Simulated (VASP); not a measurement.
A snapshot from molecular dynamics of Li2O, step 51; the first frame, the perfect lattice, has an electronic free energy F (no ionic kinetic energy) of -4.777 eV/atom.

Data:

```
Li2O
1.0
    9.24000     0.00000     0.00000
    0.00000     9.24000     0.00000
    0.00000     0.00000     9.24000
Li O
64 32
Direct
  0.62649   0.08093   0.10755
  0.83691   0.42121   0.36633
  0.82137   0.37530   0.16192
  0.07192   0.57095   0.31722
  0.81013   0.14941   0.35135
  0.10145   0.37507   0.64343
  0.15662   0.11241   0.11897
  0.31643   0.39099   0.40667
  0.34168   0.38441   0.10785
  0.57060   0.68629   0.41549
  0.59861   0.60202   0.13664
  0.90921   0.86573   0.36306
  0.89093   0.89874   0.09379
  0.10165   0.10084   0.40577
  0.34687   0.16095   0.34980
  0.60278   0.41029   0.58213
  0.57196   0.39369   0.37648
  0.94747   0.65360   0.59397
  0.80988   0.63603   0.40375
  0.12598   0.86239   0.63542
  0.62126   0.20696   0.58511
  0.85014   0.34910   0.84017
  0.92317   0.30706   0.53331
  0.14941   0.58141   0.86493
  0.81909   0.09993   0.93417
  0.11911   0.38803   0.11301
  0.08422   0.65113   0.07779
  0.43574   0.88029   0.38106
  0.32840   0.92741   0.07291
  0.61011   0.15733   0.33133
  0.08471   0.34741   0.38528
  0.37304   0.61966   0.61799
  0.36538   0.61727   0.33892
  0.61479   0.88996   0.65264
  0.69279   0.91211   0.39728
  0.91711   0.08453   0.65270
  0.18527   0.15938   0.66906
  0.35044   0.36582   0.88256
  0.35994   0.36056   0.62756
  0.67523   0.61489   0.90475
  0.66674   0.63635   0.67919
  0.94968   0.89488   0.86032
  0.86168   0.88505   0.62854
  0.09556   0.10529   0.86517
  0.39605   0.12796   0.86861
  0.57875   0.36086   0.11970
  0.58174   0.36981   0.85327
  0.84873   0.67473   0.15126
  0.92628   0.57658   0.79941
  0.14607   0.84405   0.16238
  0.13749   0.81473   0.39854
  0.41634   0.08419   0.63738
  0.16543   0.59215   0.55756
  0.47224   0.80095   0.95391
  0.35510   0.84584   0.71525
  0.63914   0.14929   0.80453
  0.09112   0.33378   0.88173
  0.35895   0.61715   0.13116
  0.40751   0.60577   0.87021
  0.63986   0.83873   0.15754
  0.69179   0.90248   0.89067
  0.91324   0.13304   0.13423
  0.17370   0.85322   0.87001
  0.36814   0.13205   0.11660
  0.50048   0.99158   0.99133
  0.71902   0.25809   0.98892
  0.75810   0.98596   0.24378
  0.02856   0.99205   0.01596
  0.22291   0.25288   0.99690
  0.47546   0.49881   0.01088
  0.75298   0.77366   0.02936
  0.25617   0.00062   0.24517
  0.47239   0.26897   0.23474
  0.75089   0.54569   0.23880
  0.55337   0.01729   0.48197
  0.73265   0.30808   0.44943
  0.80450   0.00064   0.77160
  0.99194   0.47827   0.96273
  0.27651   0.74622   0.00546
  0.95317   0.26550   0.28025
  0.22423   0.49777   0.23799
  0.49677   0.73593   0.24640
  0.01249   0.97478   0.51582
  0.22119   0.26819   0.50413
  0.45692   0.48769   0.50178
  0.73986   0.77542   0.52488
  0.25166   0.01102   0.77689
  0.48913   0.25077   0.71934
  0.72578   0.47603   0.76873
  0.00641   0.74855   0.25345
  0.98837   0.49661   0.49761
  0.28109   0.76014   0.53558
  0.00428   0.23679   0.73700
  0.25500   0.46469   0.73461
  0.55609   0.75108   0.78141
  0.04181   0.75452   0.75771
```

Computed with PBE GGA, VASP's PBE PAW potentials (set 64) (plane waves; VASP 6.6.1). Settings: PREC = Normal, LREAL = Auto, ISYM = 0, EDIFF = 1E-5, 400 eV cut-off, 1×1×1 Γ-centred mesh, Fermi-Dirac smearing of 0.12 eV, potentials Li O.

**Question.** Give F per atom of this frame and the forces (eV/Å).

**Answer.** -4.547 eV/atom.
```tsv
atom	Fx	Fy	Fz
Li1	0.06	0.62	-0.46
Li2	1.19	0.75	-0.56
Li3	0.53	0.10	-1.84
Li4	-0.90	0.43	0.08
Li5	1.47	-0.09	0.52
Li6	0.63	0.52	-0.17
Li7	-1.28	-0.12	-0.02
Li8	0.61	0.65	-1.53
Li9	0.31	-0.33	1.13
Li10	0.64	-0.77	0.59
Li11	0.26	0.53	0.24
Li12	-0.24	1.26	0.31
Li13	-0.87	-1.01	1.45
Li14	0.47	-0.02	-0.42
Li15	-0.07	-0.70	0.61
Li16	1.43	0.62	1.99
Li17	-0.04	0.32	-1.63
Li18	-0.69	0.96	0.29
Li19	0.29	0.00	-0.38
Li20	0.88	1.30	-0.74
Li21	0.49	-1.56	-1.28
Li22	0.10	-0.07	0.78
Li23	-1.05	-0.13	0.84
Li24	0.21	0.39	-0.41
Li25	1.05	0.50	-0.38
Li26	-1.31	-0.19	-0.17
Li27	0.04	-0.81	-0.21
Li28	-1.28	0.72	-0.27
Li29	0.72	-0.87	-0.01
Li30	-1.10	-0.46	0.63
Li31	0.89	0.53	-0.52
Li32	1.05	-0.75	0.56
Li33	-0.43	0.02	1.15
Li34	0.47	-0.03	-0.78
Li35	-1.05	0.17	0.92
Li36	0.85	1.03	-0.26
Li37	-0.57	-0.18	-0.76
Li38	-0.51	0.18	-0.56
Li39	0.24	-0.34	-0.62
Li40	0.17	0.32	0.43
Li41	0.11	0.36	-0.85
Li42	-0.61	-0.67	0.10
Li43	0.39	-0.70	-0.27
Li44	0.48	-0.07	0.68
Li45	-0.66	-0.86	0.40
Li46	1.01	0.21	-1.42
Li47	1.03	0.75	0.68
Li48	0.51	-0.69	-0.25
Li49	-0.77	-0.06	1.33
Li50	0.23	1.24	-0.37
Li51	0.71	1.20	0.21
Li52	-0.39	-0.26	-0.99
Li53	0.33	-0.24	0.76
Li54	0.31	0.46	0.30
Li55	0.52	0.04	-0.23
Li56	0.40	-0.45	1.16
Li57	0.15	0.56	-0.12
Li58	-0.17	0.70	-0.85
Li59	-0.32	0.20	-0.39
Li60	-0.65	0.78	0.43
Li61	-1.34	-1.45	0.35
Li62	0.06	0.15	0.62
Li63	0.05	0.16	0.99
Li64	1.19	0.63	0.13
O65	0.06	1.14	0.03
O66	0.04	-1.08	0.68
O67	0.72	1.77	-1.02
O68	-0.26	0.88	-0.25
O69	1.55	-0.41	0.57
O70	0.42	-0.84	-0.53
O71	0.19	-0.34	-2.10
O72	0.12	0.60	0.43
O73	-0.54	-0.99	1.04
O74	-0.68	-1.73	1.34
O75	-0.92	1.03	1.15
O76	-2.41	-2.29	1.99
O77	-2.01	0.15	0.13
O78	0.84	1.02	0.63
O79	-1.13	-0.54	-0.70
O80	0.69	-0.62	-1.00
O81	0.71	-0.01	0.44
O82	-0.72	-0.10	0.49
O83	-0.93	-0.76	-0.54
O84	-0.37	-1.69	-0.38
O85	0.17	1.46	-1.21
O86	0.63	-1.80	-0.37
O87	0.89	-0.40	-1.16
O88	0.50	-0.80	1.17
O89	0.18	0.89	-1.38
O90	0.41	-0.72	-0.14
O91	0.62	0.48	-0.30
O92	-0.45	0.08	-0.91
O93	-0.48	0.11	-0.31
O94	-0.67	2.22	1.35
O95	-2.01	-0.07	-0.02
O96	-1.34	-2.10	-0.06
```

The cell is a supercell, built from Li2O (antifluorite). Its lattice is the typed one, not relaxed at this level.
